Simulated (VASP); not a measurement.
Here is the system:

```
HfB
1.0
    0.00000     2.39509     2.39509
    2.39509     0.00000     2.39509
    2.39509     2.39509     0.00000
Hf B
1 1
Direct
  0.00000   0.00000   0.00000
  0.50000   0.50000   0.50000
```

The numbers are results of PBEsol GGA, VASP's PBE PAW potentials (set 64) (plane waves; VASP), not measurements. Numerical set-up: 520 eV cut-off, 15×15×15 Γ-centred mesh, tetrahedra with Blöchl corrections, potentials Hf_pv B.

Unless said otherwise, spin-orbit coupling is left out, though it shifts the bands of the heavy elements here.

Question: Tabulate the total density of states (states/eV per cell) against energy (eV; zero at the valence-band maximum or, without a gap, the Fermi level).

Answer: 
```
E (eV) | DOS (states/eV)
    -9.89 |  0.00
    -9.54 |  0.00
    -9.19 |  0.01
    -8.85 | # 0.08
    -8.50 | # 0.12
    -8.15 | # 0.15
    -7.80 | ## 0.19
    -7.46 | ## 0.23
    -7.11 | ### 0.28
    -6.76 | #### 0.36
    -6.53 | ##### 0.46
    -6.18 | ######## 0.84
    -5.83 | ######### 0.90
    -5.49 | ############# 1.29
    -5.14 | ######## 0.84
    -4.79 | ## 0.21
    -4.44 |  0.00
    -4.10 | ## 0.17
    -3.75 | ### 0.27
    -3.40 | #### 0.46
    -3.05 | ####### 0.73
    -2.71 | ######## 0.81
    -2.36 | ######### 0.89
    -2.01 | ######### 0.90
    -1.66 | ###### 0.62
    -1.32 | ############################## 3.07
    -0.97 | ####################### 2.31
    -0.62 | ########################## 2.66
    -0.27 | ############### 1.50
     0.07 | ########## 1.03
     0.31 | ######## 0.82
     0.65 | ###### 0.64
     1.00 | ##### 0.49
     1.35 | ### 0.34
     1.70 | ### 0.31
     2.04 | ##### 0.48
     2.39 | ###### 0.62
     2.74 | ###### 0.63
     3.09 | ####### 0.67
     3.43 | ####### 0.73
```
Within 2 eV below the Fermi level the largest weight inside VASP's projection spheres is Hf d, then B p.

The structure was generated: HfB was put into the rock salt type (Fm-3m), which need not be its known phase. It was relaxed first, which changed the volume by -37 %. The electron count is odd and the run is not spin-polarised, which forces a metal.
